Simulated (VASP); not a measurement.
A run of VASP 6.6.1 is set up as follows.

Contents of INCAR:

```
PREC = Accurate ; ENCUT = 450
EDIFF = 1E-5 ; ISMEAR = 0
SIGMA = 0.03 ; LREAL = Auto
LASPH = True ; NELM = 120
ALGO = Normal ; ISIF = 2
LWAVE = False ; LCHARG = False
ISPIN = 2 ; MAGMOM = 5 0 0 0 0 0 0 0 0 0 0 0 0 0 0 0 0 0 0 0 0 0 0 0
LORBIT = 11 ; NUPDOWN = 5
LMAXMIX = 4 ; LDAU = True
LDAUTYPE = 2 ; LDAUL = 2 -1 -1
LDAUU = 4 0 0 ; LDAUJ = 0 0 0
LDAUPRINT = 1 ; GGA = PS
NELECT = 101.0 ; ISYM = 0
```

KPOINTS

```
regular mesh
0
Gamma
  2 3 3
```

POSCAR

```
FeSi11C12                               
1.0
    0.0000000000      6.5370000000      6.5370000000
    4.3580000000      0.0000000000      4.3580000000
    4.3580000000      4.3580000000      0.0000000000
  Fe              Si              C             
     1    11    12
Direct
     0.0014426982736218    0.9999674175892752    0.9996701543957998
     0.0002501479209891    0.0006558600684575    0.4993506969070062
     0.0002740497150699    0.4991155603079518    0.0003934854087505
     0.0004546111192604    0.4993240942277991    0.4989638586073171
     0.3308759468095820    0.0020793962012043    0.0021777927475645
     0.3322824080490621    0.0016360398121468    0.5002346043988238
     0.3323566674867452    0.5001527713195035    0.0014288981992517
     0.3322889740247392    0.5008588571771860    0.5007691124405781
     0.6691918106744846    0.0004835151855716    0.9991698012097605
     0.6667501266784950    0.0022030050034965    0.4973455438815899
     0.6667257552931043    0.4988462358049062    0.0003032393509514
     0.6673761322287579    0.5002479504679544    0.4987638458389540
     0.0846063698479886    0.1286249265644555    0.1294230186430199
     0.0852925760525035    0.1277664406374054    0.6148557970433272
     0.0854721434505047    0.6149238173565778    0.1274983762192713
     0.0829091962669853    0.6252316738002629    0.6249949168388073
     0.4198567580295248    0.1234831983970744    0.1233971066500102
     0.4155965398179217    0.1257105184145418    0.6271267405299294
     0.4155830341517829    0.6271761025516286    0.1254707758680478
     0.4171961944337902    0.6251401037723358    0.6249011014358057
     0.7421088830809043    0.1302173165564293    0.1285232331829928
     0.7499728705826509    0.1255691894249829    0.6243210376163504
     0.7499449837039902    0.6254710851801376    0.1240629551183708
     0.7493061223075540    0.6265209241787161    0.6246179074677017
```

Potentials or basis: VASP PAW PBE potentials, release 64 (Fe, Si, C).

The run is started by

```sh
$ cat potpaw_PBE.64/Fe/POTCAR potpaw_PBE.64/Si/POTCAR potpaw_PBE.64/C/POTCAR > POTCAR
$ mpirun -np 1 vasp_std > vasp.out
```

Question: What does it give for the largest force?

Answer: 0.933 eV/Å.

Forces in eV/Å, atoms in the order of the input:
```
Fe   0.043 -0.185 -0.203
Si  -0.066  0.035  0.259
Si  -0.044  0.287  0.050
Si  -0.291  0.027  0.042
Si   0.176 -0.043 -0.037
Si   0.034 -0.203 -0.069
Si   0.044 -0.075 -0.190
Si  -0.022  0.004  0.020
Si   0.182 -0.075 -0.097
Si  -0.022 -0.071 -0.024
Si   0.006 -0.003 -0.080
Si   0.068 -0.022 -0.030
C    0.460  0.537  0.609
C   -0.473 -0.397  0.640
C   -0.487  0.597 -0.419
C    0.035 -0.039 -0.053
C   -0.112  0.014  0.015
C   -0.009  0.037 -0.008
C   -0.010 -0.008  0.050
C   -0.017  0.007  0.014
C    0.528 -0.488 -0.511
C   -0.016  0.024  0.006
C   -0.009  0.021  0.027
C    0.003  0.017 -0.009
```

Caveat: the k mesh is coarse (spacing up to 0.42 Å⁻¹), so the values aren't converged; the PAW data sets were made with another functional, which shifts forces and pressure a little; the total moment is fixed, so each spin has its own Fermi level; the U is typed as a test and isn't derived for this compound. The state reached can hang on the start; a lower one may exist.
